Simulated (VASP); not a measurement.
# Ga2SnO (P4/mmm) in VASP: a series of runs

Runs on Ga2SnO. Level: PBE. Tasks: relaxation of cell and atoms.

Everything below comes from runs of VASP 6.6.1. Logs are shortened: lines on timing, memory, paths and dates and some standing lists are left out, and cuts for length are marked.

### Step 1. The structure

The structure is tetragonal, space group P4/mmm (No. 123). The conventional cell has a = 4.251 Å, b = 4.251 Å, c = 4.244 Å, α = 90.00°, β = 90.00°, γ = 90.00°. Ga (site symmetry 4/mmm) is surrounded by 2 Sn at 2.12 Å. Ga (site symmetry 4/mmm) is surrounded by 2 O at 2.12 Å. Around Sn (site symmetry 4/mmm) lie 2 Ga at 2.12 Å. O (site symmetry 4/mmm) has 2 Ga at 2.12 Å as nearest neighbours.

The cell was built by a generator and needn't be a form met in nature.

### Step 2. Relaxation of cell and atoms, PBE

INCAR reads:

```
SYSTEM = Ga2SnO
PREC = Normal
ENCUT = 520
EDIFF = 1E-4
ISMEAR = 0
SIGMA = 0.15
LREAL = .FALSE.
LASPH = .TRUE.
NELM = 60
ALGO = Fast
ISIF = 3
LWAVE = .FALSE.
LCHARG = .FALSE.
GGA = PE
IBRION = 2
NSW = 24
EDIFFG = -0.08
```

KPOINTS reads:

```
regular mesh
0
G
  4 4 4
  0 0 0
```

POSCAR reads:

```
Ga2SnO
1.0
    4.2507861700      0.0000000000      0.0000000000
    0.0000000000      4.2507861700      0.0000000000
    0.0000000000      0.0000000000      4.2438721800
Ga Sn O
2 1 1
Direct
    0.0000000000      0.0000000000      0.5000000000
    0.5000000000      0.5000000000      0.5000000000
    0.0000000000      0.0000000000      0.0000000000
    0.5000000000      0.5000000000      0.0000000000
```

Potentials or basis: VASP PAW PBE potentials, release 64 (Ga_d, Sn_d, O).

Command:

```
> cat potpaw_PBE.64/Ga_d/POTCAR potpaw_PBE.64/Sn_d/POTCAR potpaw_PBE.64/O/POTCAR > POTCAR
> mpirun -np 1 vasp_std > vasp.out
```

OUTCAR:

```text
SYSTEM = Ga2SnO
   PREC = Normal
   ENCUT = 520
   EDIFF = 1E-4
   ISMEAR = 0
   LREAL = .FALSE.
   LASPH = .TRUE.
   NELM = 60
   ISIF = 3
   GGA = PE
   IBRION = 2
   NSW = 24
   EDIFFG = -0.08

 ion  position               nearest neighbor table
   1  0.000  0.000  0.500-   3 2.12   3 2.12
   2  0.500  0.500  0.500-   4 2.12   4 2.12
   3  0.000  0.000  0.000-   1 2.12   1 2.12
   4  0.500  0.500  0.000-   2 2.12   2 2.12

  LATTYP: Found a simple tetragonal cell.
 ALAT       =     4.2507861700
 C/A-ratio  =     0.9983734797

  Lattice vectors:

 A1 = (   4.2507861700,   0.0000000000,   0.0000000000)
 A2 = (   0.0000000000,   4.2507861700,   0.0000000000)
 A3 = (   0.0000000000,   0.0000000000,   4.2438721800)

Analysis of symmetry for initial positions (statically):
=====================================================================
 Subroutine PRICEL returns:
 Original cell was already a primitive cell.

 Routine SETGRP: Setting up the symmetry group for a
 simple tetragonal supercell.

 Subroutine GETGRP returns: Found 16 space group operations
 (whereof 16 operations were pure point group operations)
 out of a pool of 16 trial point group operations.

The static configuration has the point symmetry D_4h.

Analysis of symmetry for dynamics (positions and initial velocities):
=====================================================================
 Subroutine PRICEL returns:
 Original cell was already a primitive cell.

 Routine SETGRP: Setting up the symmetry group for a
 simple tetragonal supercell.

 Subroutine GETGRP returns: Found 16 space group operations
 (whereof 16 operations were pure point group operations)
 out of a pool of 16 trial point group operations.

The dynamic configuration has the point symmetry D_4h.

 Subroutine INISYM returns: Found 16 space group operations
 (whereof 16 operations are pure point group operations),
 and found     1 'primitive' translations

----------------------------------------------------------------------------------------

                                     Primitive cell

  volume of cell :      76.6833

  direct lattice vectors                    reciprocal lattice vectors
     4.250786170  0.000000000  0.000000000     0.235250601  0.000000000  0.000000000
     0.000000000  4.250786170  0.000000000     0.000000000  0.235250601  0.000000000
     0.000000000  0.000000000  4.243872180     0.000000000  0.000000000  0.235633864

  length of vectors
     4.250786170  4.250786170  4.243872180     0.235250601  0.235250601  0.235633864

  position of ions in fractional coordinates (direct lattice)
     0.000000000  0.000000000  0.500000000
     0.500000000  0.500000000  0.500000000
     0.000000000  0.000000000  0.000000000
     0.500000000  0.500000000  0.000000000

  ion indices of the primitive-cell ions
   primitive index   ion index
                 1           1
                 2           2
                 3           3
                 4           4

----------------------------------------------------------------------------------------

 KPOINTS: regular mesh

Automatic generation of k-mesh.
 Grid dimensions read from file:
 generate k-points for:    4    4    4

 Generating k-lattice:

  Cartesian coordinates                     Fractional coordinates (reciprocal lattice)
     0.058812650  0.000000000  0.000000000     0.250000000  0.000000000  0.000000000
     0.000000000  0.058812650  0.000000000     0.000000000  0.250000000  0.000000000
     0.000000000  0.000000000  0.058908466     0.000000000  0.000000000  0.250000000

  Length of vectors
     0.058812650  0.058812650  0.058908466

  Shift w.r.t. Gamma in fractional coordinates (k-lattice)
     0.000000000  0.000000000  0.000000000

 Subroutine IBZKPT returns following result:
 ===========================================

 Found     18 irreducible k-points:

 Following reciprocal coordinates:
            Coordinates               Weight
  0.000000  0.000000  0.000000      1.000000
  0.250000  0.000000  0.000000      4.000000
  0.500000  0.000000  0.000000      2.000000
  0.250000  0.250000  0.000000      4.000000
  0.500000  0.250000  0.000000      4.000000
  0.500000  0.500000  0.000000      1.000000
[... 10 lines left out ...]
  0.500000  0.250000  0.500000      4.000000
  0.500000  0.500000  0.500000      1.000000
   k-points           NKPTS =     18   k-points in BZ     NKDIM =     18   number of bands    NBANDS=     27
   number of dos      NEDOS =    301   number of ions     NIONS =      4
   total plane-waves  NPLWV =  13824
   dimension x,y,z NGX =    24 NGY =   24 NGZ =   24
   dimension x,y,z NGXF=    48 NGYF=   48 NGZF=   48
   ions per type =               2   1   1
   NGX,Y,Z   is equivalent  to a cutoff of   9.39,  9.39,  9.40 a.u.
   NGXF,Y,Z  is equivalent  to a cutoff of  18.77, 18.77, 18.80 a.u.
 SYSTEM =  Ga2SnO
   PREC   = normal    normal or accurate (medium, high low for compatibility)
   ISTART =      0    job   : 0-new  1-cont  2-samecut
   ICHARG =      2    charge: 1-file 2-atom 10-const
   ISPIN  =      1    spin polarized calculation?
   LNONCOLLINEAR =      F non collinear calculations
   LSORBIT =      F    spin-orbit coupling
   LASPH  =      T    aspherical Exc in radial PAW
   ENCUT  =  520.0 eV  38.22 Ry    6.18 a.u.   7.90  7.90  7.89*2*pi/ulx,y,z
   NELM   =     60;   NELMIN=  2; NELMDL= -5     # of ELM steps
   EDIFF  = 0.1E-03   stopping-criterion for ELM
   LREAL  =      F    real-space projection
   EDIFFG = -.8E-01   stopping-criterion for IOM
   NSW    =     24    number of steps for IOM
   IBRION =      2    ionic relax: 0-MD 1-quasi-New 2-CG
   NFREE  =      1    steps in history (QN), initial steepest desc. (CG)
   ISIF   =      3    stress and relaxation
   ISYM   =      2    0-nonsym 1-usesym 2-fastsym
   POTIM  = 0.5000    time-step for ionic-motion
   TEBEG  =    0.0;   TEEND  =   0.0 temperature during run
   PSTRESS=    0.0 pullay stress
   NELECT =      46.0000    total number of electrons
   NUPDOWN=      -1.0000    fix difference up-down
   EMIN   =  10.00;   EMAX   =-10.00  energy-range for DOS
   EFERMI =   0.00;   METHOD = LEGACY
   ISMEAR =     0;   SIGMA  =   0.15  broadening in eV -4-tet -1-fermi 0-gaus
   EFERMI_NEDOS =   21; number of points for ismear=-14 and -15
   IALGO  =     68    algorithm
   IMIX   =      4    mixing-type and parameters
     AMIX     =   0.40;   BMIX     =  1.00
     AMIX_MAG =   1.60;   BMIX_MAG =  1.00
  volume/ion in A,a.u.               =      19.17       129.37
  Fermi-wavevector in a.u.,A,eV,Ry     =   1.380683  2.609112 25.936573  1.906284
  Thomas-Fermi vector in A             =   2.505537
   LORBIT       =      0    0 simple, 1 ext, 2 COOP (PROOUT), +10 PAW based schemes
   GGA     = PE    functional components
   LHFCALC =     F    Hartree Fock is set to
   AEXX    =    0.0000 exact exchange contribution
   IVDW    =     0    specifies the selected vdW correction
   LEPSILON=     F    determine dielectric tensor
   LRPA    =     F    only Hartree local field effects (RPA)
 conjugate gradient relaxation of ions
 non-spin polarized calculation
 RMM-DIIS sequential band-by-band and
 Gauss-broadening in eV      SIGMA  =   0.15
  energy-cutoff  :      520.00
  volume of cell :       76.68
 maximum number of plane-waves:      2103
   NGX = 15   NGY = 15   NGZ = 15

--------------------------------------- Ionic step        1  -------------------------------------------

 number of electron      45.9999980 magnetization

 Free energy of the ion-electron system (eV)
  ---------------------------------------------------
  ext. energy  EPLUGINS =         0.00000000
  ---------------------------------------------------
  free energy    TOTEN  =       -11.90843210 eV

  energy without entropy =      -11.87429436  energy(sigma->0) =      -11.89136323

------------------------ aborting loop because EDIFF is reached ----------------------------------------

  FORCE on cell =-STRESS in cart. coord.  units (eV):
  Direction    XX          YY          ZZ          XY          YZ          ZX
  --------------------------------------------------------------------------------------
  -------------------------------------------------------------------------------------
  Total       -3.2389179     -3.2389179     28.1262923      0.0000000      0.0000000      0.0000000
  in kB      -67.6721085    -67.6721085    587.6547551      0.0000000      0.0000000      0.0000000
  external PRESSURE =     150.7701794 kB  Pullay stress =       0.0000000 kB
[... 99 lines left out ...]
  energy  without entropy=      -14.6481467596  energy(sigma->0) =      -14.66220255

--------------------------------------- Ionic step        4  -------------------------------------------

 number of electron      46.0000155 magnetization

 E-fermi :   4.1248     XC(G=0):  -9.6580

 val. band max:        4.0922703311   @ k =   0.5000   0.2500   0.2500
 cond. band min:       4.1312765372   @ k =   0.5000   0.2500   0.0000
 fundamental gap:      0.0390062061
 Fermi energy:         4.1247634927

 k-point     1 :       0.0000    0.0000    0.0000
  band No.  band energies     occupation
      1     -18.0544      2.00000
      2     -18.0146      2.00000
      3     -18.0129      2.00000
      4     -17.9701      2.00000
      5     -17.9701      2.00000
      6     -12.4032      2.00000
[... 678 lines left out ...]
  energy  without entropy=      -15.7871808385  energy(sigma->0) =      -15.80127470

--------------------------------------- Ionic step        8  -------------------------------------------

 number of electron      46.0000087 magnetization

 Free energy of the ion-electron system (eV)
  ---------------------------------------------------
  ext. energy  EPLUGINS =         0.00000000
  ---------------------------------------------------
  free energy    TOTEN  =       -15.83813003 eV

  energy without entropy =      -15.80991398  energy(sigma->0) =      -15.82402200

 E-fermi :   6.6114     XC(G=0): -10.8974

 val. band max:        6.5976380229   @ k =   0.5000   0.2500   0.2500
 cond. band min:       6.6357283823   @ k =   0.5000   0.2500   0.0000
 fundamental gap:      0.0380903593
 Fermi energy:         6.6114153919

 k-point     1 :       0.0000    0.0000    0.0000
  band No.  band energies     occupation
      1     -15.2503      2.00000
      2     -15.2072      2.00000
      3     -15.1434      2.00000
      4     -15.1145      2.00000
      5     -15.1145      2.00000
      6     -11.1946      2.00000
[... 560 lines left out ...]
  FREE ENERGIE OF THE ION-ELECTRON SYSTEM (eV)
  ---------------------------------------------------
  free  energy   TOTEN  =       -15.8381300268 eV

  energy  without entropy=      -15.8099139797  energy(sigma->0) =      -15.82402200

 reached required accuracy - stopping structural energy minimisation
```

Run time: 48 s. Hardware: 1 thread of Intel Xeon 6975P-C (Granite Rapids), shared host; peak memory 0.17 GiB.

What came out:

```
Free energy                            : -15.8381 eV
Relaxed volume                         : 17.50 Å³/atom
Relaxed cell                           : a = 3.609 Å, b = 3.609 Å, c = 5.374 Å, α = 90.00°, β = 90.00°, γ = 90.00°
Space group after relaxing (to 0.05 Å) : P4/mmm (No. 123)
Energy gained by relaxing              : 982.4 meV/atom
Ionic steps                            : 8
Pressure after relaxing                : -0.1 GPa
Band gap on the k mesh                 : none (metal or under the smearing width)
```

Step by step:
```
step  energy change (eV)  largest force (eV/Å)  pressure (GPa)  volume (Å³)
   1              0.0000                0.0000           15.08        76.68
   2             -2.6348                0.0000          -11.97        94.83
   3             -2.7678                0.0000           -9.03        89.71
   4             -2.7761                0.0000           -9.64        90.40
   5             -3.7678                0.0000           -6.58        77.01
   6             -3.9060                0.0000           -2.27        71.82
   7             -3.9069                0.0000           -1.05        71.37
   8             -3.9297                0.0000           -0.06        69.98
```

Final structure:
```
Ga Sn O
1.0
     3.60868    0.00000    0.00000
     0.00000    3.60868    0.00000
     0.00000    0.00000    5.37379
Ga Sn O
2 1 1
Direct
  0.00000 0.00000 0.50000
  0.50000 0.50000 0.50000
  0.00000 0.00000 0.00000
  0.50000 0.50000 0.00000
```

Caveat: the k mesh is coarse (spacing up to 0.37 Å⁻¹), so the values aren't converged; the relaxation stopped at a loose force limit of 0.08 eV/Å, so its end isn't a converged minimum.

### Step 3. Relaxation of cell and atoms, PBE

This run uses another cell than the first one: it holds 8 atoms, not 4.

INCAR is that of step 2.

KPOINTS reads:

```
regular mesh
0
G
  3 3 3
  0 0 0
```

POSCAR reads:

```
Ga2SnO
1.0
   -3.5913100900      3.5913100900      2.9249428500
    3.5913100900     -3.5913100900      2.9249428500
    3.5913100900      3.5913100900     -2.9249428500
Ga Sn O
4 2 2
Direct
    0.1699999900      0.6699999800      0.8399999700
    0.6699999800      0.8300000200      0.5000000000
    0.8300000200      0.3300000100      0.1600000300
    0.3300000100      0.1699999900      0.5000000000
    0.7500000000      0.7500000000      0.0000000000
    0.2500000000      0.2500000000      0.0000000000
    0.2500000000      0.7500000000      0.5000000000
    0.7500000000      0.2500000000      0.5000000000
```

Potentials or basis: VASP PAW PBE potentials, release 64 (Ga_d, Sn_d, O).

Command:

```
> cat potpaw_PBE.64/Ga_d/POTCAR potpaw_PBE.64/Sn_d/POTCAR potpaw_PBE.64/O/POTCAR > POTCAR
> mpirun -np 1 vasp_std > vasp.out
```

OUTCAR:

```text
SYSTEM = Ga2SnO
   PREC = Normal
   ENCUT = 520
   EDIFF = 1E-4
   ISMEAR = 0
   LREAL = .FALSE.
   LASPH = .TRUE.
   NELM = 60
   ISIF = 3
   GGA = PE
   IBRION = 2
   NSW = 24
   EDIFFG = -0.08

 ion  position               nearest neighbor table
   1  0.170  0.670  0.840-   7 2.26   8 2.26   5 3.04   6 3.04   5 3.04   6 3.04
   2  0.670  0.830  0.500-   7 2.26   8 2.26   6 3.04   5 3.04   5 3.04   6 3.04
   3  0.830  0.330  0.160-   8 2.26   7 2.26   5 3.04   6 3.04   5 3.04   6 3.04
   4  0.330  0.170  0.500-   7 2.26   8 2.26   5 3.04   6 3.04   6 3.04   5 3.04
   5  0.750  0.750  0.000-   6 2.92   6 2.92   1 3.04   3 3.04   4 3.04   4 3.04   2 3.04   2 3.04
                             3 3.04   1 3.04
   6  0.250  0.250  0.000-   5 2.92   5 2.92   1 3.04   3 3.04   4 3.04   4 3.04   2 3.04   2 3.04
                             3 3.04   1 3.04
   7  0.250  0.750  0.500-   2 2.26   1 2.26   3 2.26   4 2.26
   8  0.750  0.250  0.500-   2 2.26   3 2.26   1 2.26   4 2.26

[... 309 lines left out ...]

 number of electron      92.0000087 magnetization

------------------------ aborting loop because EDIFF is reached ----------------------------------------
[... 79 lines left out ...]
--------------------------------------- Ionic step       15  -------------------------------------------

 number of electron      92.0000080 magnetization

 Free energy of the ion-electron system (eV)
  ---------------------------------------------------
  ext. energy  EPLUGINS =         0.00000000
  ---------------------------------------------------
  free energy    TOTEN  =       -32.99544168 eV

  energy without entropy =      -32.96468193  energy(sigma->0) =      -32.98006180

 E-fermi :   5.8766     XC(G=0): -10.4920

 val. band max:        5.6595812734   @ k =   0.3333   0.3333   0.0000
 cond. band min:       5.9130602376   @ k =   0.3333   0.3333   0.0000
 fundamental gap:      0.2534789642
 Fermi energy:         5.8766365715

 k-point     1 :       0.0000    0.0000    0.0000
  band No.  band energies     occupation
      1     -15.7510      2.00000
      2     -15.5729      2.00000
      3     -15.5729      2.00000
      4     -15.4891      2.00000
      5     -15.4868      2.00000
      6     -15.4700      2.00000
[... 372 lines left out ...]
  FREE ENERGIE OF THE ION-ELECTRON SYSTEM (eV)
  ---------------------------------------------------
  free  energy   TOTEN  =       -32.9954416834 eV

  energy  without entropy=      -32.9646819251  energy(sigma->0) =      -32.98006180

 reached required accuracy - stopping structural energy minimisation
```

Run time: 2.9 min. Hardware: 1 thread of Intel Xeon 6975P-C (Granite Rapids), shared host; peak memory 0.23 GiB.

What came out:

- Free energy: -32.9954 eV
- Relaxed volume: 18.88 Å³/atom
- Relaxed cell: a = 5.857 Å, b = 5.857 Å, c = 5.857 Å, α = 104.72°, β = 104.72°, γ = 119.45°
- Space group after relaxing (to 0.05 Å): I4/mcm (No. 140)
- Energy gained by relaxing: 86.3 meV/atom
- Ionic steps: 15
- Pressure after relaxing: 0.0 GPa
- Largest force after relaxing: 0.023 eV/Å
- Band gap on the k mesh: none (metal or under the smearing width)

Forces on the atoms (eV/Å):
```
Ga   0.016  0.016  0.000
Ga  -0.016  0.016  0.000
Ga  -0.016 -0.016  0.000
Ga   0.016 -0.016  0.000
Sn   0.000  0.000  0.000
Sn   0.000  0.000  0.000
O    0.000  0.000  0.000
O    0.000  0.000  0.000
```

The path:
```
step  energy change (eV)  largest force (eV/Å)  pressure (GPa)  volume (Å³)
   1              0.0000                1.5751           -2.95       150.90
   2             -0.4764                0.8265            0.80       143.40
   3             -0.5115                0.4744            2.56       140.80
   4             -0.6360                0.1865            1.16       145.21
   5             -0.6670                0.0376            0.83       147.49
   6             -0.6679                0.2695           -0.17       152.11
   7             -0.6772                0.0532            0.76       149.72
   8             -0.6751                0.2165           -1.14       150.91
   9             -0.6772                0.0829            0.89       150.04
  10             -0.6765                0.1686            0.31       150.47
  11             -0.6769                0.1065            0.72       150.28
  12             -0.6873                0.1135           -0.05       152.42
  13             -0.6890                0.0346           -0.55       151.75
  14             -0.6888                0.0458            0.58       150.43
  15             -0.6906                0.0225           -0.01       151.08
```

Final structure:
```
Ga Sn O
1.0
    -3.57656    3.57656    2.95262
     3.57656   -3.57656    2.95262
     3.57656    3.57656   -2.95262
Ga Sn O
4 2 2
Direct
  0.15126 0.65126 0.80253
  0.65126 0.84874 0.50000
  0.84874 0.34874 0.19747
  0.34874 0.15126 0.50000
  0.75000 0.75000 0.00000
  0.25000 0.25000 0.00000
  0.25000 0.75000 0.50000
  0.75000 0.25000 0.50000
```

Levels at points of the mesh, in eV from the Fermi level:
```csv
k point,band 44,band 45,band 46,band 47,band 48,band 49
"(0.00, 0.00, 0.00)",-2.28,-2.28,-1.64,-1.64,0.39,0.39
```

Caveat: the k mesh is coarse (spacing up to 0.46 Å⁻¹), so the values aren't converged; the relaxation stopped at a loose force limit of 0.08 eV/Å, so its end isn't a converged minimum.
